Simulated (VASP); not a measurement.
Input for VASP

### KPOINTS
```
Automatic mesh
0
Gamma
6 6 6
0.5 0.5 0.5
```

POSCAR:
```
TaAs
1
   -1.7562510000     1.7562510000     5.9852990000
    1.7562510000    -1.7562510000     5.9852990000
    1.7562510000     1.7562510000    -5.9852990000
Ta As
2 2
Direct
  0.4999700000   0.9999700000   0.5000000000
  0.7499700000   0.7499700000   0.0000000000
  0.0826300000   0.5826300000   0.5000000000
  0.3326300000   0.3326300000   0.0000000000
```

**INCAR**
```
SYSTEM=TaAs
PREC=Accurate; ENCUT=180; LREAL=.False.
LASPH=.True.
EDIFF=1E-6; NELM=100; ALGO=Normal
LMAXMIX=6
ISMEAR=-1; SIGMA=0.136
IBRION=2; NSW=50; ISIF=3
EDIFFG=-0.01
LWAVE=.False.; LCHARG=.False.
```

POTCAR, in this order: Ta_pv As (LDA.64 set). Program: vasp_std.

Question: Translate this LDA calculation to Quantum ESPRESSO's pw.x.

Answer: One equivalent input (not run):
```
&CONTROL
  calculation = 'vc-relax'
  pseudo_dir = './pseudo'
  outdir = './out'
  tprnfor = .true.
  tstress = .true.
  nstep = 50
  forc_conv_thr = 0.00039
/
&SYSTEM
  ibrav = 0
  nat = 4
  ntyp = 2
  ecutwfc = 80
  occupations = 'smearing'
  smearing = 'fermi-dirac'
  degauss = 0.009996
  input_dft = 'pz'
/
&ELECTRONS
  conv_thr = 7.3e-08
  electron_maxstep = 100
/
&IONS
/
&CELL
/
ATOMIC_SPECIES
  Ta 180.948 Ta.upf
  As 74.922 As.upf
CELL_PARAMETERS angstrom
    -1.7562510    1.7562510    5.9852990
     1.7562510   -1.7562510    5.9852990
     1.7562510    1.7562510   -5.9852990
ATOMIC_POSITIONS crystal
  Ta   0.4999700  0.9999700  0.5000000
  Ta   0.7499700  0.7499700  0.0000000
  As   0.0826300  0.5826300  0.5000000
  As   0.3326300  0.3326300  0.0000000
K_POINTS automatic
  6 6 6 1 1 1
```
What does not carry over: the potentials are each code's own (VASP's PAW set, PseudoDojo norm-conserving files in pw.x), so ENCUT and ecutwfc are chosen apart and not converted; conv_thr bounds pw.x's estimated SCF error, while EDIFF bounds the energy change between steps; forc_conv_thr acts on force components and is met together with etot_conv_thr.

The structure comes from a computed database's TaAs entry; how it stands against other phases isn't given here. This run relaxes it. Symmetry was kept, so distortions that lower it aren't found. The k-mesh is coarse (spacing up to 0.44 per Å, 2π included), so the numbers may not be converged in it. The run is one of a series of settings (EDIFFG = -0.01, ENCUT = 180, IBRION = 2, ISIF = 3, NSW = 50, KPOINTS 6×6×6 Γ-centred mesh shifted by (0.5, 0.5, 0.5) against the base run), some of them coarse on purpose.
